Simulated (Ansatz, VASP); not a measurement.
# SiO2 (Cristobalite) in two plane-wave programs

One calculation is typed for both programs; each brings its own data sets. How far apart do they land? The cell is taken from a series of runs on this material, whose earlier steps may have relaxed, scaled, displaced or heated it; both programs get it as it stands.

Main program and level: Ansatz 0.2.0; plane waves, with VASP 6.6.1 beside it; zone-centre phonons at LDA.

## (1) The starting structure

The structure is tetragonal, space group P4_12_12 (No. 92). Conventional cell: a = 4.825 Å, b = 4.825 Å, c = 6.633 Å, α = 90.00°, β = 90.00°, γ = 90.00°. Nearest to O lie 2 Si at 1.61 Å. Nearest to Si lie 4 O at 1.61 Å. Farther neighbours and most contacts between anions are not listed.

## (2) VASP: zone-centre phonons, LDA

Second derivatives magnify differences that forces hide, and they need a tight electronic threshold.

Lines of VASP's logs that name or quote its potential files are left out, and so is its time.

Contents of INCAR:

```
SYSTEM = SiO2
PREC = Accurate
ENCUT = 600
EDIFF = 1E-08
NELM = 120
ISMEAR = 0
SIGMA = 0.01
LREAL = .FALSE.
ALGO = Normal
GGA = PW92
NBANDS = 44
LORBIT = 11
LWAVE = .FALSE.
LCHARG = .FALSE.
ISIF = 2
IBRION = 8
LEPSILON = .TRUE.
LASPH = .TRUE.
GGA_COMPAT = .FALSE.
EFERMI = MIDGAP
KPAR = 2
```

Contents of POSCAR:

```
SiO2
1.0
    4.8248482443      0.0000000000      0.0000000000
    0.0000000000      4.8248482443      0.0000000000
    0.0000000000      0.0000000000      6.6333287788
O Si
8 4
Direct
    0.2317136250      0.1384973533      0.1954431834
    0.3615026467      0.7317136250      0.4454431834
    0.7682863750      0.8615026467      0.6954431834
    0.6384973533      0.2682863750      0.9454431834
    0.7317136250      0.3615026467      0.5545568166
    0.8615026467      0.7682863750      0.3045568166
    0.2682863750      0.6384973533      0.0545568166
    0.1384973533      0.2317136250      0.8045568166
    0.3173124276      0.3173124276      0.0000000000
    0.1826875724      0.8173124276      0.2500000000
    0.6826875724      0.6826875724      0.5000000000
    0.8173124276      0.1826875724      0.7500000000
```

Contents of KPOINTS:

```
Automatic mesh
0
Gamma
4 4 4
0 0 0
```

Potentials, in the order of the species: O and Si (LDA family, release 64).

Started as:

```bash
mpirun -np 2 vasp_std
```

Numbers of over 12 decimals in the logs are rounded to 6 here.

The program printed:

```text
[banner, memory and clock lines left out]
running    2 mpi-ranks, on    1 nodes
 distrk:  each k-point on    1 cores,    2 groups
 distr:  one band on    1 cores,    1 groups

 POSCAR found type information on POSCAR O Si
 POSCAR found :  2 types and      12 ions
|                                                                             |
|               ----> ADVICE to this user running VASP <----                  |
|                                                                             |
|     You enforced a specific xc type in the INCAR file but a different       |
|     [... a line on the potential file left out ...]
|     I HOPE YOU KNOW WHAT YOU ARE DOING!                                     |
|                                                                             |

 LDA part: xc-table for (Slater(with rela. corr.)+PW92), standard interpolation
 POSCAR, INCAR and KPOINTS ok, starting setup
 FFT: planning ... GRIDC
 FFT: planning ... GRID_SOFT
 FFT: planning ... GRID
 WAVECAR not read
 entering main loop
       N       E                     dE             d eps       ncg     rms          rms(c)
DAV:   1     0.400338687511E+03    0.40034E+03   -0.36269E+04  1584   0.151E+03
DAV:   2    -0.887219870150E+02   -0.48906E+03   -0.47365E+03  2004   0.325E+02
DAV:   3    -0.116708920575E+03   -0.27987E+02   -0.27867E+02  1968   0.819E+01
DAV:   4    -0.117056243924E+03   -0.34732E+00   -0.34674E+00  1992   0.101E+01
DAV:   5    -0.117061996824E+03   -0.57529E-02   -0.57498E-02  1948   0.128E+00    0.300E+01
DAV:   6    -0.104174176943E+03    0.12888E+02   -0.49013E+01  1864   0.324E+01    0.151E+01
DAV:   7    -0.103967595172E+03    0.20658E+00   -0.14495E+00  1864   0.515E+00    0.523E+00
DAV:   8    -0.103851808050E+03    0.11579E+00   -0.77781E-02  1948   0.170E+00    0.200E+00
DAV:   9    -0.103832409310E+03    0.19399E-01   -0.26260E-02  1992   0.100E+00    0.293E-01
DAV:  10    -0.103832951401E+03   -0.54209E-03   -0.28631E-03  1888   0.268E-01    0.109E-01
DAV:  11    -0.103832883939E+03    0.67462E-04   -0.57440E-04  1936   0.127E-01    0.217E-02
DAV:  12    -0.103832885951E+03   -0.20115E-05   -0.20299E-05  1784   0.202E-02    0.797E-03
DAV:  13    -0.103832885736E+03    0.21459E-06   -0.48103E-06  1960   0.106E-02    0.272E-03
DAV:  14    -0.103832885815E+03   -0.78424E-07   -0.13662E-07  1888   0.203E-03    0.808E-04
DAV:  15    -0.103832885825E+03   -0.10135E-07   -0.27694E-08  1608   0.802E-04    0.285E-04
DAV:  16    -0.103832885823E+03    0.12114E-08   -0.27096E-09  1044   0.279E-04
   1 F= -.10383289E+03 E0= -.10383289E+03  d E =0.000000E+00
 Linear response reoptimize wavefunctions to high precision
DAV:   1    -0.103832885823E+03    0.76398E-10   -0.24159E-09  1024   0.237E-04
DAV:   2    -0.103832885823E+03    0.58208E-10   -0.20686E-10  1008   0.730E-05
 Linear response G [H, r] |phi>, progress :
  Direction:   1
       N       E                     dE             d eps       ncg     rms
RMM:   1    -0.245370948802E+03   -0.24537E+03    0.21718E+02  3666   0.966E+01
RMM:   2    -0.227448146346E+03    0.17923E+02   -0.14861E+01  2726   0.187E+01
RMM:   3    -0.227571122826E+03   -0.12298E+00   -0.27383E-01  2849   0.228E+00
RMM:   4    -0.227575952402E+03   -0.48296E-02   -0.68985E-03  2979   0.360E-01
RMM:   5    -0.227576067533E+03   -0.11513E-03   -0.45567E-04  3001   0.694E-02
RMM:   6    -0.227576073631E+03   -0.60976E-05   -0.18287E-04  3009   0.207E-02
RMM:   7    -0.227576076430E+03   -0.27991E-05   -0.19972E-04  3031   0.133E-02
RMM:   8    -0.227576072442E+03    0.39877E-05   -0.19948E-04  3005   0.122E-02
RMM:   9    -0.227576072794E+03   -0.35176E-06   -0.84460E-05  2852   0.121E-02
RMM:  10    -0.227576073135E+03   -0.34090E-06   -0.12025E-04  2747   0.120E-02
RMM:  11    -0.227576074058E+03   -0.92337E-06   -0.38342E-04  2726   0.120E-02
 Linear response G [H, r] |phi>, progress :
  Direction:   2
       N       E                     dE             d eps       ncg     rms
RMM:   1    -0.242664087432E+03   -0.24266E+03    0.24070E+02  3602   0.964E+01
RMM:   2    -0.231410021132E+03    0.11254E+02   -0.13228E+01  2747   0.181E+01
RMM:   3    -0.231521629089E+03   -0.11161E+00   -0.22532E-01  2815   0.214E+00
RMM:   4    -0.231526152632E+03   -0.45235E-02   -0.62447E-03  2958   0.347E-01
RMM:   5    -0.231526267605E+03   -0.11497E-03   -0.42504E-04  2994   0.639E-02
RMM:   6    -0.231526271363E+03   -0.37578E-05   -0.17749E-04  3023   0.185E-02
RMM:   7    -0.231526273389E+03   -0.20264E-05   -0.18843E-04  3030   0.118E-02
RMM:   8    -0.231526271211E+03    0.21778E-05   -0.12001E-04  3011   0.108E-02
RMM:   9    -0.231526271895E+03   -0.68376E-06   -0.51138E-05  2833   0.107E-02
RMM:  10    -0.231526271866E+03    0.28747E-07   -0.43718E-05  2728   0.107E-02
RMM:  11    -0.231526272164E+03   -0.29824E-06    0.50491E-05  2704   0.107E-02
[...]
RMM:   6    -0.365990423895E+00    0.14135E-04   -0.26117E-06  5969   0.546E-03    0.131E-03
RMM:   7    -0.365999631522E+00   -0.92076E-05    0.22016E-07  5989   0.148E-03    0.654E-04
RMM:   8    -0.365994478874E+00    0.51526E-05    0.20004E-07  5887   0.633E-04    0.197E-04
RMM:   9    -0.365995457697E+00   -0.97882E-06    0.17681E-07  6023   0.333E-04    0.666E-05
RMM:  10    -0.365995076098E+00    0.38160E-06    0.14741E-07  6014   0.275E-04    0.263E-05
[...]
RMM:  19    -0.370233755505E+00    0.76960E-09   -0.79766E-07  6415   0.212E-04    0.125E-07
RMM:  20    -0.370233756053E+00   -0.54818E-09   -0.86006E-07  6498   0.211E-04    0.678E-08
 first order change of Fermi-energy  -0.14985E+00
 force on displaced ion       1 direction 2 :  -8.583 -41.738  19.924
 Born effective charge ion    1 direction 2 :  -0.192  -2.223   0.677
 Linear response progress:
  Degree of freedom:   3/  5
       N       E                     dE             d eps       ncg     rms          rms(c)
RMM:   1    -0.378192017906E+00   -0.37819E+00    0.34708E-01  6266   0.270E+00
RMM:   2    -0.368349176216E+00    0.98428E-02   -0.10272E-02  5224   0.450E-01    0.310E-01
RMM:   3    -0.368830601709E+00   -0.48143E-03   -0.24783E-03  5704   0.198E-01    0.166E-01
RMM:   4    -0.370398845689E+00   -0.15682E-02   -0.10988E-03  5359   0.137E-01    0.470E-02
RMM:   5    -0.370656003825E+00   -0.25716E-03   -0.67114E-05  5926   0.363E-02    0.207E-02
RMM:   6    -0.370483361736E+00    0.17264E-03   -0.29126E-05  5936   0.176E-02    0.368E-03
RMM:   7    -0.370531422437E+00   -0.48061E-04    0.77702E-06  6019   0.468E-03    0.148E-03
RMM:   8    -0.370523457530E+00    0.79649E-05    0.27698E-06  6016   0.139E-03    0.543E-04
RMM:   9    -0.370520692332E+00    0.27652E-05   -0.40467E-07  6001   0.535E-04    0.266E-04
RMM:  10    -0.370521602148E+00   -0.90982E-06    0.83966E-07  5995   0.388E-04    0.637E-05
RMM:  11    -0.370521688388E+00   -0.86240E-07    0.33676E-07  6033   0.266E-04    0.280E-05
RMM:  12    -0.370521775803E+00   -0.87415E-07    0.43820E-07  6122   0.240E-04    0.824E-06
RMM:  13    -0.370521778309E+00   -0.25059E-08    0.39502E-07  6360   0.230E-04    0.265E-06
RMM:  14    -0.370521787702E+00   -0.93925E-08    0.59395E-07  6309   0.227E-04    0.940E-07
RMM:  15    -0.370521790010E+00   -0.23085E-08    0.34182E-07  6328   0.226E-04    0.588E-07
RMM:  16    -0.370521788109E+00    0.19014E-08    0.40427E-07  6164   0.225E-04    0.274E-07
RMM:  17    -0.370521786048E+00    0.20610E-08    0.46886E-07  6252   0.224E-04    0.193E-07
RMM:  18    -0.370521785516E+00    0.53163E-09    0.50940E-07  6334   0.224E-04    0.191E-07
RMM:  19    -0.370521786288E+00   -0.77191E-09    0.33917E-07  6427   0.223E-04    0.175E-07
RMM:  20    -0.370521786040E+00    0.24758E-09    0.37473E-07  6498   0.223E-04    0.153E-07
RMM:  21    -0.370521786702E+00   -0.66125E-09    0.32718E-07  6555   0.223E-04    0.109E-07
RMM:  22    -0.370521786894E+00   -0.19246E-09    0.37105E-07  6630   0.223E-04    0.974E-08
 first order change of Fermi-energy  -0.50282E-01
 force on displaced ion       1 direction 3 :   7.412  19.935 -26.548
 Born effective charge ion    1 direction 3 :   0.089   0.681  -1.604
 Linear response progress:
  Degree of freedom:   4/  5
       N       E                     dE             d eps       ncg     rms          rms(c)
RMM:   1    -0.482194008803E-01   -0.48219E-01   -0.21671E-02  9332   0.134E+00
RMM:   2    -0.258416667251E-01    0.22378E-01   -0.49720E-03  5581   0.395E-01    0.279E-01
RMM:   3    -0.252202398588E-01    0.62143E-03   -0.11900E-03  5813   0.124E-01    0.153E-01
RMM:   4    -0.248872260827E-01    0.33301E-03   -0.72256E-04  5957   0.747E-02    0.353E-02
RMM:   5    -0.248313440241E-01    0.55882E-04   -0.16464E-04  5966   0.198E-02    0.964E-03
RMM:   6    -0.248001362501E-01    0.31208E-04   -0.35002E-05  5907   0.107E-02    0.220E-03
RMM:   7    -0.247978315567E-01    0.23047E-05    0.66186E-06  6015   0.245E-03    0.115E-03
RMM:   8    -0.248004723839E-01   -0.26408E-05   -0.19450E-06  5951   0.116E-03    0.249E-04
RMM:   9    -0.248003896798E-01    0.82704E-07   -0.40946E-07  5996   0.264E-04    0.143E-04
RMM:  10    -0.248003532285E-01    0.36451E-07    0.10457E-06  5990   0.174E-04    0.353E-05
RMM:  11    -0.248004163545E-01   -0.63126E-07    0.51131E-07  6062   0.974E-05    0.145E-05
RMM:  12    -0.248004125495E-01    0.38050E-08    0.38791E-07  6122   0.816E-05    0.576E-06
RMM:  13    -0.248003912928E-01    0.21257E-07    0.48397E-07  6187   0.750E-05    0.221E-06
RMM:  14    -0.248003994578E-01   -0.81650E-08    0.46142E-07  6144   0.736E-05    0.677E-07
RMM:  15    -0.248004041470E-01   -0.46891E-08    0.45950E-07  5968   0.726E-05    0.294E-07
RMM:  16    -0.248004125637E-01   -0.84168E-08    0.35453E-07  5877   0.719E-05    0.995E-08
 first order change of Fermi-energy   0.56476E-01
 force on displaced ion       9 direction 1 : -45.912   0.366   1.927
 Born effective charge ion    9 direction 1 :   3.304   0.028  -0.375
 Linear response progress:
  Degree of freedom:   5/  5
       N       E                     dE             d eps       ncg     rms          rms(c)
RMM:   1    -0.543920656168E-01   -0.54392E-01   -0.53263E-02  9394   0.138E+00
RMM:   2    -0.278190959014E-01    0.26573E-01   -0.45789E-03  5565   0.415E-01    0.293E-01
RMM:   3    -0.269771694312E-01    0.84193E-03   -0.11624E-03  5886   0.131E-01    0.164E-01
RMM:   4    -0.265010870739E-01    0.47608E-03   -0.12481E-03  6033   0.956E-02    0.350E-02
RMM:   5    -0.264175587860E-01    0.83528E-04   -0.25597E-04  6005   0.238E-02    0.129E-02
RMM:   6    -0.263798175099E-01    0.37741E-04   -0.60517E-05  5926   0.147E-02    0.337E-03
RMM:   7    -0.263768782649E-01    0.29392E-05    0.42404E-06  6038   0.357E-03    0.193E-03
RMM:   8    -0.263811904695E-01   -0.43122E-05   -0.68810E-06  6007   0.180E-03    0.372E-04
RMM:   9    -0.263808123022E-01    0.37817E-06   -0.16620E-06  5985   0.398E-04    0.202E-04
RMM:  10    -0.263810245829E-01   -0.21228E-06   -0.97571E-07  5991   0.198E-04    0.618E-05
RMM:  11    -0.263810670164E-01   -0.42433E-07   -0.82189E-07  6087   0.112E-04    0.195E-05
RMM:  12    -0.263810097862E-01    0.57230E-07   -0.62944E-07  6117   0.901E-05    0.815E-06
RMM:  13    -0.263809644540E-01    0.45332E-07   -0.41463E-07  6147   0.820E-05    0.300E-06
RMM:  14    -0.263809604732E-01    0.39809E-08   -0.44191E-07  6181   0.795E-05    0.150E-06
RMM:  15    -0.263809303928E-01    0.30080E-07   -0.14567E-07  6150   0.785E-05    0.579E-07
RMM:  16    -0.263809407895E-01   -0.10397E-07   -0.18606E-07  5875   0.776E-05    0.176E-07
RMM:  17    -0.263809065848E-01    0.34205E-07    0.16899E-07  5893   0.771E-05    0.952E-08
 first order change of Fermi-energy   0.14844E-05
 force on displaced ion       9 direction 3 :   1.974  -1.973 -50.564
 Born effective charge ion    9 direction 3 :   0.175  -0.175   3.208
 Born effective charges drift removed
 Linear response finished
```

[end of part 1 of 3]

[Lines on the potential files, build, host, timing and source positions are cut from VASP's logs without a mark.]

[Logs are printed without paths, hosts, clocks, repeated set-up lines and the standing remarks that a program may print on its own settings, such as how far it seeks lower states.]

[Hosts, paths, dates, database ids (printed as entryN), source tags and the programs' standing remarks are cut or masked in the printed files.]
